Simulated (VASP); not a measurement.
Here is the system:

```
YSe
1.0
    3.54409     0.00000     0.00000
    0.00000     3.54409     0.00000
    0.00000     0.00000     3.54409
Y Se
1 1
Cartesian
  0.00000   0.00000   0.00000
  1.77204   1.77204   1.77204
```

All values below come from r2SCAN meta-GGA, VASP's PBE PAW potentials (set 64) (plane waves; VASP). Settings: 400 eV cut-off, 12×12×12 Γ-centred mesh, tetrahedra with Blöchl corrections, potentials Y_sv Se.

Problem. What does the run give for the energy per atom (σ→0), band gap (over mesh and band path) with the smallest direct gap where there is one?

Solution. 
- band gap (over mesh and band path) = none (metal, semimetal or under 0.01 eV)
- energy per atom (σ→0) = -19.000 eV/atom

The absolute energy has meaning only against runs of the same code, potentials and settings.

The structure was generated: YSe was put into the CsCl type type (Pm-3m), which need not be its known phase. It was relaxed first, which changed the volume by -32 %. The electron count is odd and the run is not spin-polarised, which forces a metal.
